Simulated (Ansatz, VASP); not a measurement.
# Sn: VASP beside Ansatz

Aim: how closely do two programs agree when they are given the same cell, functional and k mesh? The cell is taken from a series of runs on this material, whose earlier steps may have relaxed, scaled, displaced or heated it; both programs get it as it stands.

Method: plane waves, with VASP 6.6.1 beside it; zone-centre phonons at LDA, in Ansatz 0.2.0.

**1. The structure**

It takes space group I4_1/amd (No. 141, tetragonal). Conventional cell: a = 4.608 Å, b = 4.608 Å, c = 6.343 Å, α = 90.00°, β = 90.00°, γ = 90.00°. Sn has 4 Sn at 2.80 Å nearest. That group holds within 0.01 Å; judged at 0.001 Å it is Imma (No. 74).

As a file:

```cif
data_structure
_symmetry_space_group_name_H-M 'I4_1/amd:1'
_symmetry_Int_Tables_number 141
_cell_length_a 4.6081
_cell_length_b 4.6081
_cell_length_c 6.3427
_cell_angle_alpha 90.000
_cell_angle_beta 90.000
_cell_angle_gamma 90.000
_cell_volume 134.68
loop_
_atom_site_label
_atom_site_type_symbol
_atom_site_symmetry_multiplicity
_atom_site_Wyckoff_symbol
_atom_site_fract_x
_atom_site_fract_y
_atom_site_fract_z
_atom_site_occupancy
Sn1 Sn 4 b 0.00000 0.00000 0.50000 1
```

**2. VASP: zone-centre phonons, LDA**

Second derivatives magnify differences that forces hide, and they need a tight electronic threshold.

Lines of VASP's logs that name or quote its potential files are left out, and so is its time.

File INCAR:

```
SYSTEM = Sn
PREC = Accurate
ENCUT = 500
EDIFF = 1E-08
NELM = 120
ISMEAR = 0
SIGMA = 0.015
LREAL = .FALSE.
ALGO = Normal
GGA = CA
NBANDS = 20
LORBIT = 11
LWAVE = .FALSE.
LCHARG = .FALSE.
ISIF = 2
ISYM = 2
IBRION = 8
LASPH = .TRUE.
GGA_COMPAT = .FALSE.
KPAR = 2
```

File POSCAR:

```
Sn
1.0
    0.0000000000      3.2583943921      3.1713408498
    3.2583943921      0.0000000000      3.1713408498
    3.2583943921      3.2583943921      0.0000000000
Sn
2
Direct
    0.4998809099      0.4998809099      0.5000809675
    0.7501190901      0.7501190901      0.7499190325
```

File KPOINTS:

```
Points of the shifted mesh
1728
Reciprocal
 0.0416666667  0.0416666667  0.0416666667 1
 0.0416666667  0.0416666667  0.1250000000 1
 0.0416666667  0.0416666667  0.2083333333 1
 0.0416666667  0.0416666667  0.2916666667 1
 0.0416666667  0.0416666667  0.3750000000 1
 0.0416666667  0.0416666667  0.4583333333 1
 0.0416666667  0.0416666667  0.5416666667 1
 0.0416666667  0.0416666667  0.6250000000 1
 0.0416666667  0.0416666667  0.7083333333 1
 0.0416666667  0.0416666667  0.7916666667 1
 0.0416666667  0.0416666667  0.8750000000 1
 0.0416666667  0.0416666667  0.9583333333 1
 0.0416666667  0.1250000000  0.0416666667 1
 0.0416666667  0.1250000000  0.1250000000 1
 0.0416666667  0.1250000000  0.2083333333 1
 0.0416666667  0.1250000000  0.2916666667 1
 0.0416666667  0.1250000000  0.3750000000 1
 0.0416666667  0.1250000000  0.4583333333 1
 0.0416666667  0.1250000000  0.5416666667 1
 0.0416666667  0.1250000000  0.6250000000 1
 0.0416666667  0.1250000000  0.7083333333 1
 0.0416666667  0.1250000000  0.7916666667 1
 0.0416666667  0.1250000000  0.8750000000 1
 0.0416666667  0.1250000000  0.9583333333 1
 0.0416666667  0.2083333333  0.0416666667 1
 0.0416666667  0.2083333333  0.1250000000 1
 0.0416666667  0.2083333333  0.2083333333 1
 0.0416666667  0.2083333333  0.2916666667 1
 0.0416666667  0.2083333333  0.3750000000 1
 0.0416666667  0.2083333333  0.4583333333 1
 0.0416666667  0.2083333333  0.5416666667 1
 0.0416666667  0.2083333333  0.6250000000 1
 0.0416666667  0.2083333333  0.7083333333 1
 0.0416666667  0.2083333333  0.7916666667 1
 0.0416666667  0.2083333333  0.8750000000 1
 0.0416666667  0.2083333333  0.9583333333 1
 0.0416666667  0.2916666667  0.0416666667 1
 0.0416666667  0.2916666667  0.1250000000 1
 0.0416666667  0.2916666667  0.2083333333 1
 0.0416666667  0.2916666667  0.2916666667 1
 0.0416666667  0.2916666667  0.3750000000 1
 0.0416666667  0.2916666667  0.4583333333 1
 0.0416666667  0.2916666667  0.5416666667 1
 0.0416666667  0.2916666667  0.6250000000 1
 0.0416666667  0.2916666667  0.7083333333 1
 0.0416666667  0.2916666667  0.7916666667 1
 0.0416666667  0.2916666667  0.8750000000 1
 0.0416666667  0.2916666667  0.9583333333 1
 0.0416666667  0.3750000000  0.0416666667 1
 0.0416666667  0.3750000000  0.1250000000 1
 0.0416666667  0.3750000000  0.2083333333 1
 0.0416666667  0.3750000000  0.2916666667 1
 0.0416666667  0.3750000000  0.3750000000 1
 0.0416666667  0.3750000000  0.4583333333 1
 0.0416666667  0.3750000000  0.5416666667 1
 0.0416666667  0.3750000000  0.6250000000 1
 0.0416666667  0.3750000000  0.7083333333 1
 0.0416666667  0.3750000000  0.7916666667 1
 0.0416666667  0.3750000000  0.8750000000 1
 0.0416666667  0.3750000000  0.9583333333 1
 0.0416666667  0.4583333333  0.0416666667 1
 0.0416666667  0.4583333333  0.1250000000 1
 0.0416666667  0.4583333333  0.2083333333 1
 0.0416666667  0.4583333333  0.2916666667 1
 0.0416666667  0.4583333333  0.3750000000 1
 0.0416666667  0.4583333333  0.4583333333 1
 0.0416666667  0.4583333333  0.5416666667 1
 0.0416666667  0.4583333333  0.6250000000 1
 0.0416666667  0.4583333333  0.7083333333 1
 0.0416666667  0.4583333333  0.7916666667 1
 0.0416666667  0.4583333333  0.8750000000 1
 0.0416666667  0.4583333333  0.9583333333 1
 0.0416666667  0.5416666667  0.0416666667 1
 0.0416666667  0.5416666667  0.1250000000 1
 0.0416666667  0.5416666667  0.2083333333 1
 0.0416666667  0.5416666667  0.2916666667 1
 0.0416666667  0.5416666667  0.3750000000 1
 0.0416666667  0.5416666667  0.4583333333 1
 0.0416666667  0.5416666667  0.5416666667 1
 0.0416666667  0.5416666667  0.6250000000 1
 0.0416666667  0.5416666667  0.7083333333 1
 0.0416666667  0.5416666667  0.7916666667 1
 0.0416666667  0.5416666667  0.8750000000 1
 0.0416666667  0.5416666667  0.9583333333 1
 0.0416666667  0.6250000000  0.0416666667 1
 0.0416666667  0.6250000000  0.1250000000 1
 0.0416666667  0.6250000000  0.2083333333 1
 0.0416666667  0.6250000000  0.2916666667 1
 0.0416666667  0.6250000000  0.3750000000 1
 0.0416666667  0.6250000000  0.4583333333 1
 0.0416666667  0.6250000000  0.5416666667 1
 0.0416666667  0.6250000000  0.6250000000 1
 0.0416666667  0.6250000000  0.7083333333 1
 0.0416666667  0.6250000000  0.7916666667 1
 0.0416666667  0.6250000000  0.8750000000 1
 0.0416666667  0.6250000000  0.9583333333 1
 0.0416666667  0.7083333333  0.0416666667 1
 0.0416666667  0.7083333333  0.1250000000 1
 0.0416666667  0.7083333333  0.2083333333 1
 0.0416666667  0.7083333333  0.2916666667 1
 0.0416666667  0.7083333333  0.3750000000 1
 0.0416666667  0.7083333333  0.4583333333 1
 0.0416666667  0.7083333333  0.5416666667 1
 0.0416666667  0.7083333333  0.6250000000 1
 0.0416666667  0.7083333333  0.7083333333 1
 0.0416666667  0.7083333333  0.7916666667 1
 0.0416666667  0.7083333333  0.8750000000 1
 0.0416666667  0.7083333333  0.9583333333 1
 0.0416666667  0.7916666667  0.0416666667 1
 0.0416666667  0.7916666667  0.1250000000 1
 0.0416666667  0.7916666667  0.2083333333 1
 0.0416666667  0.7916666667  0.2916666667 1
[... 1390 lines left out ...]
 0.8750000000  0.4583333333  0.1250000000 1
 0.8750000000  0.4583333333  0.2083333333 1
 0.8750000000  0.4583333333  0.2916666667 1
 0.8750000000  0.4583333333  0.3750000000 1
 0.8750000000  0.4583333333  0.4583333333 1
 0.8750000000  0.4583333333  0.5416666667 1
 0.8750000000  0.4583333333  0.6250000000 1
 0.8750000000  0.4583333333  0.7083333333 1
 0.8750000000  0.4583333333  0.7916666667 1
 0.8750000000  0.4583333333  0.8750000000 1
 0.8750000000  0.4583333333  0.9583333333 1
 0.8750000000  0.5416666667  0.0416666667 1
 0.8750000000  0.5416666667  0.1250000000 1
 0.8750000000  0.5416666667  0.2083333333 1
 0.8750000000  0.5416666667  0.2916666667 1
 0.8750000000  0.5416666667  0.3750000000 1
 0.8750000000  0.5416666667  0.4583333333 1
 0.8750000000  0.5416666667  0.5416666667 1
 0.8750000000  0.5416666667  0.6250000000 1
 0.8750000000  0.5416666667  0.7083333333 1
 0.8750000000  0.5416666667  0.7916666667 1
 0.8750000000  0.5416666667  0.8750000000 1
 0.8750000000  0.5416666667  0.9583333333 1
 0.8750000000  0.6250000000  0.0416666667 1
 0.8750000000  0.6250000000  0.1250000000 1
 0.8750000000  0.6250000000  0.2083333333 1
 0.8750000000  0.6250000000  0.2916666667 1
 0.8750000000  0.6250000000  0.3750000000 1
 0.8750000000  0.6250000000  0.4583333333 1
 0.8750000000  0.6250000000  0.5416666667 1
 0.8750000000  0.6250000000  0.6250000000 1
 0.8750000000  0.6250000000  0.7083333333 1
 0.8750000000  0.6250000000  0.7916666667 1
 0.8750000000  0.6250000000  0.8750000000 1
 0.8750000000  0.6250000000  0.9583333333 1
 0.8750000000  0.7083333333  0.0416666667 1
 0.8750000000  0.7083333333  0.1250000000 1
 0.8750000000  0.7083333333  0.2083333333 1
 0.8750000000  0.7083333333  0.2916666667 1
 0.8750000000  0.7083333333  0.3750000000 1
 0.8750000000  0.7083333333  0.4583333333 1
 0.8750000000  0.7083333333  0.5416666667 1
 0.8750000000  0.7083333333  0.6250000000 1
 0.8750000000  0.7083333333  0.7083333333 1
 0.8750000000  0.7083333333  0.7916666667 1
 0.8750000000  0.7083333333  0.8750000000 1
 0.8750000000  0.7083333333  0.9583333333 1
 0.8750000000  0.7916666667  0.0416666667 1
 0.8750000000  0.7916666667  0.1250000000 1
 0.8750000000  0.7916666667  0.2083333333 1
 0.8750000000  0.7916666667  0.2916666667 1
 0.8750000000  0.7916666667  0.3750000000 1
 0.8750000000  0.7916666667  0.4583333333 1
 0.8750000000  0.7916666667  0.5416666667 1
 0.8750000000  0.7916666667  0.6250000000 1
 0.8750000000  0.7916666667  0.7083333333 1
 0.8750000000  0.7916666667  0.7916666667 1
 0.8750000000  0.7916666667  0.8750000000 1
 0.8750000000  0.7916666667  0.9583333333 1
 0.8750000000  0.8750000000  0.0416666667 1
 0.8750000000  0.8750000000  0.1250000000 1
 0.8750000000  0.8750000000  0.2083333333 1
 0.8750000000  0.8750000000  0.2916666667 1
 0.8750000000  0.8750000000  0.3750000000 1
 0.8750000000  0.8750000000  0.4583333333 1
 0.8750000000  0.8750000000  0.5416666667 1
 0.8750000000  0.8750000000  0.6250000000 1
 0.8750000000  0.8750000000  0.7083333333 1
 0.8750000000  0.8750000000  0.7916666667 1
 0.8750000000  0.8750000000  0.8750000000 1
 0.8750000000  0.8750000000  0.9583333333 1
 0.8750000000  0.9583333333  0.0416666667 1
 0.8750000000  0.9583333333  0.1250000000 1
 0.8750000000  0.9583333333  0.2083333333 1
 0.8750000000  0.9583333333  0.2916666667 1
 0.8750000000  0.9583333333  0.3750000000 1
 0.8750000000  0.9583333333  0.4583333333 1
 0.8750000000  0.9583333333  0.5416666667 1
 0.8750000000  0.9583333333  0.6250000000 1
 0.8750000000  0.9583333333  0.7083333333 1
 0.8750000000  0.9583333333  0.7916666667 1
 0.8750000000  0.9583333333  0.8750000000 1
 0.8750000000  0.9583333333  0.9583333333 1
 0.9583333333  0.0416666667  0.0416666667 1
 0.9583333333  0.0416666667  0.1250000000 1
 0.9583333333  0.0416666667  0.2083333333 1
 0.9583333333  0.0416666667  0.2916666667 1
 0.9583333333  0.0416666667  0.3750000000 1
 0.9583333333  0.0416666667  0.4583333333 1
 0.9583333333  0.0416666667  0.5416666667 1
 0.9583333333  0.0416666667  0.6250000000 1
 0.9583333333  0.0416666667  0.7083333333 1
 0.9583333333  0.0416666667  0.7916666667 1
 0.9583333333  0.0416666667  0.8750000000 1
 0.9583333333  0.0416666667  0.9583333333 1
 0.9583333333  0.1250000000  0.0416666667 1
 0.9583333333  0.1250000000  0.1250000000 1
 0.9583333333  0.1250000000  0.2083333333 1
 0.9583333333  0.1250000000  0.2916666667 1
 0.9583333333  0.1250000000  0.3750000000 1
 0.9583333333  0.1250000000  0.4583333333 1
 0.9583333333  0.1250000000  0.5416666667 1
 0.9583333333  0.1250000000  0.6250000000 1
 0.9583333333  0.1250000000  0.7083333333 1
 0.9583333333  0.1250000000  0.7916666667 1
 0.9583333333  0.1250000000  0.8750000000 1
 0.9583333333  0.1250000000  0.9583333333 1
 0.9583333333  0.2083333333  0.0416666667 1
 0.9583333333  0.2083333333  0.1250000000 1
 0.9583333333  0.2083333333  0.2083333333 1
 0.9583333333  0.2083333333  0.2916666667 1
 0.9583333333  0.2083333333  0.3750000000 1
 0.9583333333  0.2083333333  0.4583333333 1
 0.9583333333  0.2083333333  0.5416666667 1
 0.9583333333  0.2083333333  0.6250000000 1
 0.9583333333  0.2083333333  0.7083333333 1
 0.9583333333  0.2083333333  0.7916666667 1
 0.9583333333  0.2083333333  0.8750000000 1
 0.9583333333  0.2083333333  0.9583333333 1
 0.9583333333  0.2916666667  0.0416666667 1
 0.9583333333  0.2916666667  0.1250000000 1
 0.9583333333  0.2916666667  0.2083333333 1
 0.9583333333  0.2916666667  0.2916666667 1
 0.9583333333  0.2916666667  0.3750000000 1
 0.9583333333  0.2916666667  0.4583333333 1
 0.9583333333  0.2916666667  0.5416666667 1
 0.9583333333  0.2916666667  0.6250000000 1
 0.9583333333  0.2916666667  0.7083333333 1
 0.9583333333  0.2916666667  0.7916666667 1
 0.9583333333  0.2916666667  0.8750000000 1
 0.9583333333  0.2916666667  0.9583333333 1
 0.9583333333  0.3750000000  0.0416666667 1
 0.9583333333  0.3750000000  0.1250000000 1
 0.9583333333  0.3750000000  0.2083333333 1
 0.9583333333  0.3750000000  0.2916666667 1
 0.9583333333  0.3750000000  0.3750000000 1
 0.9583333333  0.3750000000  0.4583333333 1
 0.9583333333  0.3750000000  0.5416666667 1
 0.9583333333  0.3750000000  0.6250000000 1
 0.9583333333  0.3750000000  0.7083333333 1
 0.9583333333  0.3750000000  0.7916666667 1
 0.9583333333  0.3750000000  0.8750000000 1
 0.9583333333  0.3750000000  0.9583333333 1
 0.9583333333  0.4583333333  0.0416666667 1
 0.9583333333  0.4583333333  0.1250000000 1
 0.9583333333  0.4583333333  0.2083333333 1
 0.9583333333  0.4583333333  0.2916666667 1
 0.9583333333  0.4583333333  0.3750000000 1
 0.9583333333  0.4583333333  0.4583333333 1
 0.9583333333  0.4583333333  0.5416666667 1
 0.9583333333  0.4583333333  0.6250000000 1
 0.9583333333  0.4583333333  0.7083333333 1
 0.9583333333  0.4583333333  0.7916666667 1
 0.9583333333  0.4583333333  0.8750000000 1
 0.9583333333  0.4583333333  0.9583333333 1
 0.9583333333  0.5416666667  0.0416666667 1
 0.9583333333  0.5416666667  0.1250000000 1
 0.9583333333  0.5416666667  0.2083333333 1
 0.9583333333  0.5416666667  0.2916666667 1
 0.9583333333  0.5416666667  0.3750000000 1
 0.9583333333  0.5416666667  0.4583333333 1
 0.9583333333  0.5416666667  0.5416666667 1
 0.9583333333  0.5416666667  0.6250000000 1
 0.9583333333  0.5416666667  0.7083333333 1
 0.9583333333  0.5416666667  0.7916666667 1
 0.9583333333  0.5416666667  0.8750000000 1
 0.9583333333  0.5416666667  0.9583333333 1
 0.9583333333  0.6250000000  0.0416666667 1
 0.9583333333  0.6250000000  0.1250000000 1
 0.9583333333  0.6250000000  0.2083333333 1
 0.9583333333  0.6250000000  0.2916666667 1
 0.9583333333  0.6250000000  0.3750000000 1
 0.9583333333  0.6250000000  0.4583333333 1
 0.9583333333  0.6250000000  0.5416666667 1
 0.9583333333  0.6250000000  0.6250000000 1
 0.9583333333  0.6250000000  0.7083333333 1
 0.9583333333  0.6250000000  0.7916666667 1
 0.9583333333  0.6250000000  0.8750000000 1
 0.9583333333  0.6250000000  0.9583333333 1
 0.9583333333  0.7083333333  0.0416666667 1
 0.9583333333  0.7083333333  0.1250000000 1
 0.9583333333  0.7083333333  0.2083333333 1
 0.9583333333  0.7083333333  0.2916666667 1
 0.9583333333  0.7083333333  0.3750000000 1
 0.9583333333  0.7083333333  0.4583333333 1
 0.9583333333  0.7083333333  0.5416666667 1
 0.9583333333  0.7083333333  0.6250000000 1
 0.9583333333  0.7083333333  0.7083333333 1
 0.9583333333  0.7083333333  0.7916666667 1
 0.9583333333  0.7083333333  0.8750000000 1
 0.9583333333  0.7083333333  0.9583333333 1
 0.9583333333  0.7916666667  0.0416666667 1
 0.9583333333  0.7916666667  0.1250000000 1
 0.9583333333  0.7916666667  0.2083333333 1
 0.9583333333  0.7916666667  0.2916666667 1
 0.9583333333  0.7916666667  0.3750000000 1
 0.9583333333  0.7916666667  0.4583333333 1
 0.9583333333  0.7916666667  0.5416666667 1
 0.9583333333  0.7916666667  0.6250000000 1
 0.9583333333  0.7916666667  0.7083333333 1
 0.9583333333  0.7916666667  0.7916666667 1
 0.9583333333  0.7916666667  0.8750000000 1
 0.9583333333  0.7916666667  0.9583333333 1
 0.9583333333  0.8750000000  0.0416666667 1
 0.9583333333  0.8750000000  0.1250000000 1
 0.9583333333  0.8750000000  0.2083333333 1
 0.9583333333  0.8750000000  0.2916666667 1
 0.9583333333  0.8750000000  0.3750000000 1
 0.9583333333  0.8750000000  0.4583333333 1
 0.9583333333  0.8750000000  0.5416666667 1
 0.9583333333  0.8750000000  0.6250000000 1
 0.9583333333  0.8750000000  0.7083333333 1
 0.9583333333  0.8750000000  0.7916666667 1
 0.9583333333  0.8750000000  0.8750000000 1
 0.9583333333  0.8750000000  0.9583333333 1
 0.9583333333  0.9583333333  0.0416666667 1
 0.9583333333  0.9583333333  0.1250000000 1
 0.9583333333  0.9583333333  0.2083333333 1
 0.9583333333  0.9583333333  0.2916666667 1
 0.9583333333  0.9583333333  0.3750000000 1
 0.9583333333  0.9583333333  0.4583333333 1
 0.9583333333  0.9583333333  0.5416666667 1
 0.9583333333  0.9583333333  0.6250000000 1
 0.9583333333  0.9583333333  0.7083333333 1
 0.9583333333  0.9583333333  0.7916666667 1
 0.9583333333  0.9583333333  0.8750000000 1
 0.9583333333  0.9583333333  0.9583333333 1
```

PAW data sets: Sn_d (LDA family, release 64).

Launch:

```console
$ mpirun -np 2 vasp_std
```

Numbers of over 12 decimals in the logs are rounded to 6 here.

What it wrote:

```text
[banner, memory and clock lines left out]
running    2 mpi-ranks, on    1 nodes
 distrk:  each k-point on    1 cores,    2 groups
 distr:  one band on    1 cores,    1 groups

 POSCAR found type information on POSCAR Sn
 POSCAR found :  1 types and       2 ions
 LDA part: xc-table for (Slater(with rela. corr.)+CA(PZ))
 , standard interpolation
 POSCAR, INCAR and KPOINTS ok, starting setup
 FFT: planning ... GRIDC
 FFT: planning ... GRID_SOFT
 FFT: planning ... GRID
 WAVECAR not read
 entering main loop
       N       E                     dE             d eps       ncg     rms          rms(c)
DAV:   1     0.222824185031E+03    0.22282E+03   -0.14784E+04 69620   0.201E+03
DAV:   2     0.147780116589E+02   -0.20805E+03   -0.20427E+03 69332   0.442E+02
DAV:   3    -0.829585534146E+01   -0.23074E+02   -0.22928E+02 78988   0.143E+02
DAV:   4    -0.904450116645E+01   -0.74865E+00   -0.74820E+00 78632   0.293E+01
DAV:   5    -0.907044384824E+01   -0.25943E-01   -0.25942E-01 93860   0.533E+00    0.338E+00
DAV:   6    -0.898214174694E+01    0.88302E-01   -0.43858E-02 87960   0.229E+00    0.190E+00
DAV:   7    -0.893852293157E+01    0.43619E-01   -0.64173E-02 71836   0.228E+00    0.148E-01
DAV:   8    -0.893911712814E+01   -0.59420E-03   -0.55351E-03 79860   0.839E-01    0.548E-02
DAV:   9    -0.893920483290E+01   -0.87705E-04   -0.18121E-04 91248   0.102E-01    0.149E-02
DAV:  10    -0.893920465207E+01    0.18083E-06   -0.15230E-05 93328   0.455E-02    0.416E-03
DAV:  11    -0.893920504057E+01   -0.38850E-06   -0.11810E-06 74992   0.748E-03    0.168E-03
DAV:  12    -0.893920503914E+01    0.14379E-08   -0.53691E-08 76488   0.214E-03
   1 F= -.89392050E+01 E0= -.89391932E+01  d E =-.236573E-04
 Linear response reoptimize wavefunctions to high precision
DAV:   1    -0.893920504008E+01   -0.94496E-09   -0.54820E-09 71004   0.633E-04
DAV:   2    -0.893920504012E+01   -0.38654E-10   -0.36046E-10 44864   0.201E-04
 Linear response DOF=           2
 Linear response progress:
  Degree of freedom:   1/  2
       N       E                     dE             d eps       ncg     rms          rms(c)
RMM:   1    -0.216481021629E+00   -0.21648E+00    0.59952E-01 86736   0.103E+01
RMM:   2    -0.223343032386E+00   -0.68620E-02   -0.20377E-02121098   0.120E+00    0.716E-02
RMM:   3    -0.223514760716E+00   -0.17173E-03   -0.16842E-03127069   0.331E-01    0.334E-02
RMM:   4    -0.223424285110E+00    0.90476E-04   -0.11973E-04127121   0.100E-01    0.107E-02
RMM:   5    -0.223421489181E+00    0.27959E-05   -0.15686E-05130206   0.328E-02    0.388E-03
RMM:   6    -0.223423992111E+00   -0.25029E-05   -0.11486E-06127563   0.966E-03    0.162E-03
RMM:   7    -0.223424126216E+00   -0.13411E-06   -0.24262E-07128195   0.350E-03    0.395E-04
RMM:   8    -0.223421792774E+00    0.23334E-05   -0.45250E-08131271   0.128E-03    0.216E-04
RMM:   9    -0.223420854314E+00    0.93846E-06   -0.19825E-08132290   0.500E-04    0.406E-05
RMM:  10    -0.223420984647E+00   -0.13033E-06    0.11215E-08137805   0.218E-04    0.262E-05
RMM:  11    -0.223420882428E+00    0.10222E-06    0.15489E-08132952   0.112E-04    0.718E-06
RMM:  12    -0.223420887725E+00   -0.52973E-08    0.77566E-09141494   0.651E-05    0.441E-06
 first order change of Fermi-energy   0.13744E+01
 force on displaced ion       1 direction 1 :  -7.920  -0.363  -0.034
 Linear response progress:
  Degree of freedom:   2/  2
       N       E                     dE             d eps       ncg     rms          rms(c)
RMM:   1    -0.216236135216E+00   -0.21624E+00    0.63156E-01 86660   0.104E+01
RMM:   2    -0.223108415857E+00   -0.68723E-02   -0.20306E-02121002   0.119E+00    0.694E-02
RMM:   3    -0.223268298285E+00   -0.15988E-03   -0.16812E-03127238   0.330E-01    0.320E-02
RMM:   4    -0.223168997807E+00    0.99300E-04   -0.11991E-04126252   0.100E-01    0.107E-02
RMM:   5    -0.223162507402E+00    0.64904E-05   -0.16476E-05130181   0.331E-02    0.402E-03
RMM:   6    -0.223166129247E+00   -0.36218E-05   -0.14110E-06128255   0.963E-03    0.174E-03
RMM:   7    -0.223166686326E+00   -0.55708E-06   -0.19667E-07128080   0.342E-03    0.438E-04
RMM:   8    -0.223164499011E+00    0.21873E-05   -0.23702E-08130872   0.123E-03    0.283E-04
RMM:   9    -0.223163356164E+00    0.11428E-05   -0.56512E-09131836   0.480E-04    0.391E-05
RMM:  10    -0.223163570533E+00   -0.21437E-06   -0.28826E-10136839   0.199E-04    0.292E-05
RMM:  11    -0.223163491504E+00    0.79030E-07   -0.24215E-09132601   0.102E-04    0.556E-06
RMM:  12    -0.223163495798E+00   -0.42941E-08    0.77247E-10141112   0.580E-05    0.442E-06
 first order change of Fermi-energy   0.73506E+00
 force on displaced ion       1 direction 3 :  -0.042  -0.042  -8.027
 Linear response finished
```

(Part 1 of 2 ends here.)

[Lines on the potential files, build, host, timing and source positions are cut from VASP's logs without a mark.]

[Logs are printed without paths, hosts, clocks, repeated set-up lines and the standing remarks that a program may print on its own settings, such as how far it seeks lower states.]

[Hosts, paths, dates, database ids (printed as entryN), source tags and the programs' standing remarks are cut or masked in the printed files.]
